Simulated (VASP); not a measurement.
Here is the system:

```xyz
4
Lattice="4.3300 2.1650 2.1650 2.1650 4.3300 2.1650 2.1650 2.1650 4.3300" Properties=species:S:1:pos:R:3 pbc="T T T"
Fe     0.0000     0.0000     0.0000
Fe     4.3300     4.3300     4.3300
O      2.1650     2.1650     2.1650
O      6.4950     6.4950     6.4950
```
Starting moments (μB, in the order of the record's atoms Fe Fe O O): 4.0 -4.0 0.0 0.0.

Level of theory: PBE GGA + U (Dudarev), VASP's PBE PAW potentials (set 64) (plane waves; VASP 6.6.1). Settings: 520 eV cut-off, 8×8×8 Γ-centred mesh, Gaussian smearing of 0.050 eV, potentials Fe O, U − J: Fe 2.00 eV.

Question: Give the stress tensor in GPa (positive for a compressed cell).

Answer: 
```
-1.18   2.31   2.31
 2.31  -1.18   2.31
 2.31   2.31  -1.18
```
The pressure is its mean diagonal, -1.18 GPa.

The compound is FeO in the rock salt, AFM-II order structure. The cell was not relaxed at this level. The k-mesh is coarse (spacing up to 0.30 per Å, 2π included), so the numbers may not be converged in it. The run is one of a series of settings (LDAU = .TRUE., LDAUJ = 0 0, LDAUL = 2 -1, LDAUTYPE = 2, LDAUU = 2.0 0 against the base run), some of them coarse on purpose. A gapless solution with U can be a metastable orbital state.
